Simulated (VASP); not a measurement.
Input:

```
Hg4S3Se
1.0
    6.06651     0.00000     0.00000
    0.00000     6.06651     0.00000
    0.00000     0.00000     6.06651
Hg Se S
4 1 3
Direct
  0.99431   0.99431   0.99431
  0.50569   0.50569   0.99431
  0.50569   0.99431   0.50569
  0.99431   0.50569   0.50569
  0.25000   0.25000   0.25000
  0.75000   0.75000   0.25000
  0.75000   0.25000   0.75000
  0.25000   0.75000   0.75000
```

Calculation: PBE GGA, VASP's PBE PAW potentials (set 64) (plane waves; VASP). Run with 400 eV cut-off, Gaussian smearing of 0.050 eV, potentials Hg Se S.

Unless said otherwise, spin-orbit coupling is left out, though it shifts the bands of the heavy elements here.

Q: Predict the band gap (along the path) with the smallest direct gap where there is one.

A: 
| Quantity | Value |
|---|---|
| band gap (along the path) | none (metal, semimetal or under 0.01 eV) |

The absolute energy has meaning only against runs of the same code, potentials and settings.

The structure was generated: Hg4S3Se was put into an ordered model structure (P-43m), which need not be its known phase. It was relaxed first, which changed the volume by +8 %.
